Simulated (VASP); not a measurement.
Input:

```xyz
6
Lattice="3.6499 0.0000 0.0000 0.0000 3.6499 0.0000 0.0000 0.0000 10.9457" Properties=species:S:1:pos:R:3 pbc="T T T"
Zn     0.0000     0.0000     0.0000
Zn     1.8249     1.8249     5.4728
Cl     1.8249     0.0000     1.3512
Cl     1.8249     0.0000     6.8241
Cl     0.0000     1.8249     4.1216
Cl     0.0000     1.8249     9.5945
```

All values below come from PBEsol GGA with spin-orbit coupling, VASP's PBE PAW potentials (set 64) (plane waves; VASP). Run with 400 eV cut-off, 6×6×2 Γ-centred mesh, Gaussian smearing of 0.050 eV, potentials Zn Cl.

Without a dispersion term in the relaxation, distances and binding between the weakly bound layers, chains or molecules are unreliable, and so is what depends on them.

**Question.** Give the energies of bands 43 to 56 at the high-symmetry points, in eV from the valence-band maximum.

**Answer.** 
```json
[
 {"band": "43", "Γ": "-0.32", "X": "-0.92", "M": "-1.65", "Z": "-0.67", "R": "-0.93", "A": "-1.72"},
 {"band": "44", "Γ": "-0.32", "X": "-0.92", "M": "-1.65", "Z": "-0.67", "R": "-0.93", "A": "-1.72"},
 {"band": "45", "Γ": "-0.26", "X": "-0.68", "M": "-1.59", "Z": "-0.21", "R": "-0.89", "A": "-1.55"},
 {"band": "46", "Γ": "-0.26", "X": "-0.68", "M": "-1.59", "Z": "-0.21", "R": "-0.89", "A": "-1.55"},
 {"band": "47", "Γ": "-0.22", "X": "-0.68", "M": "-1.59", "Z": "-0.21", "R": "-0.89", "A": "-1.55"},
 {"band": "48", "Γ": "-0.22", "X": "-0.68", "M": "-1.59", "Z": "-0.21", "R": "-0.89", "A": "-1.55"},
 {"band": "49", "Γ": "-0.05", "X": "-0.20", "M": "-1.21", "Z": "-0.09", "R": "-0.20", "A": "-1.25"},
 {"band": "50", "Γ": "-0.05", "X": "-0.20", "M": "-1.21", "Z": "-0.09", "R": "-0.20", "A": "-1.25"},
 {"band": "51", "Γ": "0.00", "X": "-0.20", "M": "-1.21", "Z": "-0.09", "R": "-0.20", "A": "-1.25"},
 {"band": "52", "Γ": "0.00", "X": "-0.20", "M": "-1.21", "Z": "-0.09", "R": "-0.20", "A": "-1.25"},
 {"band": "53", "Γ": "3.77", "X": "5.24", "M": "6.14", "Z": "4.37", "R": "5.29", "A": "6.27"},
 {"band": "54", "Γ": "3.77", "X": "5.24", "M": "6.14", "Z": "4.37", "R": "5.29", "A": "6.27"},
 {"band": "55", "Γ": "5.00", "X": "5.24", "M": "6.14", "Z": "4.37", "R": "5.29", "A": "6.27"},
 {"band": "56", "Γ": "5.00", "X": "5.24", "M": "6.14", "Z": "4.37", "R": "5.29", "A": "6.27"}
]
```

The gap is direct, 3.77 eV, from the valence maximum at Γ to the conduction minimum at Γ.

The structure comes from a computed database's ZnCl2 entry (P4_2/nmc); how it stands against other phases isn't given here. It was relaxed first.
